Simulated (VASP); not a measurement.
Output of a VASP run:

**OSZICAR**
```
       N       E                     dE             d eps       ncg     rms          rms(c)
DAV:   1     0.867879431418E+02    0.86788E+02   -0.98164E+03   840   0.151E+03
DAV:   2    -0.112990019545E+02   -0.98087E+02   -0.90118E+02  1124   0.277E+02
DAV:   3    -0.154735815609E+02   -0.41746E+01   -0.41403E+01  1104   0.554E+01
DAV:   4    -0.155809623518E+02   -0.10738E+00   -0.10733E+00  1152   0.825E+00
DAV:   5    -0.155835075366E+02   -0.25452E-02   -0.25452E-02  1116   0.896E-01    0.191E+01
DAV:   6    -0.135835583716E+02    0.19999E+01   -0.99948E+00   972   0.245E+01    0.224E+01
DAV:   7    -0.134360465412E+02    0.14751E+00   -0.59130E-01  1024   0.712E+00    0.127E+01
DAV:   8    -0.133911679496E+02    0.44879E-01   -0.15909E-01   936   0.416E+00    0.116E+00
DAV:   9    -0.133902612127E+02    0.90674E-03   -0.94431E-03  1300   0.833E-01    0.254E-01
DAV:  10    -0.133903281183E+02   -0.66906E-04   -0.73929E-04   984   0.275E-01    0.842E-02
DAV:  11    -0.133903307104E+02   -0.25921E-05   -0.98327E-05   992   0.923E-02    0.203E-02
DAV:  12    -0.133903311892E+02   -0.47881E-06   -0.87677E-06   932   0.305E-02
   1 F= -.12368924E+02 E0= -.12368924E+02  d E =-.123689E+02
       N       E                     dE             d eps       ncg     rms          rms(c)
DAV:   1    -0.139862362979E+02   -0.59591E+00   -0.14467E+01  1036   0.382E+01    0.112E+01
DAV:   2    -0.134381823617E+02    0.54805E+00   -0.20870E+00   896   0.129E+01    0.229E+00
DAV:   3    -0.133320043313E+02    0.10618E+00   -0.27607E-01  1192   0.569E+00    0.154E+00
DAV:   4    -0.133181677074E+02    0.13837E-01   -0.12360E-01  1300   0.270E+00    0.112E+00
DAV:   5    -0.133231754193E+02   -0.50077E-02   -0.26423E-03  1276   0.481E-01    0.459E-01
DAV:   6    -0.133256496811E+02   -0.24743E-02   -0.32816E-03  1332   0.363E-01    0.124E-01
DAV:   7    -0.133258976794E+02   -0.24800E-03   -0.50333E-04  1464   0.168E-01    0.575E-02
DAV:   8    -0.133258887439E+02    0.89355E-05   -0.21417E-05  1028   0.449E-02    0.109E-02
DAV:   9    -0.133258889464E+02   -0.20255E-06   -0.29751E-06   972   0.144E-02
   2 F= -.12379852E+02 E0= -.12379852E+02  d E =-.109280E-01
       N       E                     dE             d eps       ncg     rms          rms(c)
DAV:   1    -0.134799943086E+02   -0.15411E+00   -0.24273E+00  1008   0.155E+01    0.355E+00
DAV:   2    -0.133895060303E+02    0.90488E-01   -0.38119E-01   940   0.559E+00    0.936E-01
DAV:   3    -0.133708635793E+02    0.18642E-01   -0.46849E-02  1212   0.239E+00    0.128E+00
DAV:   4    -0.133682120600E+02    0.26515E-02   -0.15553E-02  1332   0.989E-01    0.908E-01
DAV:   5    -0.133692640126E+02   -0.10520E-02   -0.17177E-03  1296   0.301E-01    0.332E-01
DAV:   6    -0.133696214798E+02   -0.35747E-03   -0.13605E-03  1344   0.245E-01    0.283E-02
DAV:   7    -0.133696165742E+02    0.49057E-05   -0.18913E-05  1248   0.374E-02    0.973E-03
DAV:   8    -0.133696165831E+02   -0.89369E-08   -0.17179E-06   756   0.141E-02
   3 F= -.12392815E+02 E0= -.12392815E+02  d E =-.238906E-01
```

OUTCAR:
```
------------------------ aborting loop because EDIFF is reached ----------------------------------------
  FORCE on cell =-STRESS in cart. coord.  units (eV):
  Direction    XX          YY          ZZ          XY          YZ          ZX
  --------------------------------------------------------------------------------------
  Total        0.9743731      0.9743731      0.9743731      0.0000000     -0.0000000      0.0000000
  in kB       49.8756782     49.8756782     49.8756782      0.0000000     -0.0000000      0.0000000
  external PRESSURE =      -0.1243218 kB  Pullay stress =      50.0000000 kB
  volume of cell :       31.30
      direct lattice vectors                 reciprocal lattice vectors
     0.000000000  2.501337829  2.501337829    -0.199893031  0.199893031  0.199893031
     2.501337829  0.000000000  2.501337829     0.199893031 -0.199893031  0.199893031
     2.501337829  2.501337829  0.000000000     0.199893031  0.199893031 -0.199893031
  FREE ENERGIE OF THE ION-ELECTRON SYSTEM (eV)
  ---------------------------------------------------
  free  energy   TOTEN  =       -13.3696165831 eV

  energy  without entropy=      -13.3696165831  energy(sigma->0) =      -13.36961658
  enthalpy is  TOTEN    =       -12.3928147384 eV   P V=        0.9768018447

 reached required accuracy - stopping structural energy minimisation
```
(Selected blocks of OUTCAR.)

File POSCAR:
```
SrO
1
    0.0000000000     2.5388467148     2.5388467148
    2.5388467148     0.0000000000     2.5388467148
    2.5388467148     2.5388467148     0.0000000000
Sr O
1 1
Direct
  0.0000000000   0.0000000000   0.0000000000
  0.5000000000   0.5000000000   0.5000000000
```

Reconstruct the remaining input files.

One answer among several that fit: the input of the run itself, LDA (Ceperley-Alder, Perdew-Zunger), plane waves, VASP's LDA PAW potentials (set 64).

### INCAR
```
! general
SYSTEM   =  SrO
PREC     =  Accurate
ENCUT    =  620
LREAL    =  .FALSE.
LASPH    =  .TRUE.

! electronic loop
EDIFF    =  1E-6
NELM     =  100
ALGO     =  Normal
LMAXMIX  =  4

! smearing
ISMEAR   =  0
SIGMA    =  0.05

! ions
IBRION   =  2
NSW      =  40
ISIF     =  3
EDIFFG   =  -0.02
PSTRESS  =  50

! output
LWAVE    =  .FALSE.
LCHARG   =  .FALSE.
```

**KPOINTS**
```
kpoints
0
G
  9 9 9
```

POTCAR, in this order: Sr_sv O (LDA.64 set). Program: vasp_std.

Energy and stress use the plane-wave basis of the starting cell.

The compound is SrO in the rock salt structure. This run relaxes it under an external pressure of 5 GPa. Symmetry was kept, so distortions that lower it aren't found.
